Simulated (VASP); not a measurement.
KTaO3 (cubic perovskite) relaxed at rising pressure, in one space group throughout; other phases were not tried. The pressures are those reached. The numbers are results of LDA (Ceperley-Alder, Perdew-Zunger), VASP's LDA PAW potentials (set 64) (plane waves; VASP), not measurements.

```
P (GPa)  V (Å³/atom)  k-mesh
-------  -----------  ------
0.01          12.406   6×6×6
4.97          12.141   6×6×6
9.96          11.902   6×6×6
19.76         11.496   6×6×6
30.00         11.137   6×6×6
```

Question: Fit an equation of state and predict the volume at 44.94 GPa.

Answer: Least squares on the third-order Birch-Murnaghan form, P = (3B0/2)(y⁷ − y⁵)[1 + (3/4)(B′ − 4)(y² − 1)] with y = (V0/V)^(1/3), gives V0 = 12.406 Å³/atom, B0 = 219 GPa and B′ = 4.4, and so 10.700 Å³/atom. The run gave 10.699 Å³/atom, -0.0 % from the fit.

Pressures at which the relaxation failed are left out.

The compound is KTaO3 in the cubic perovskite structure.
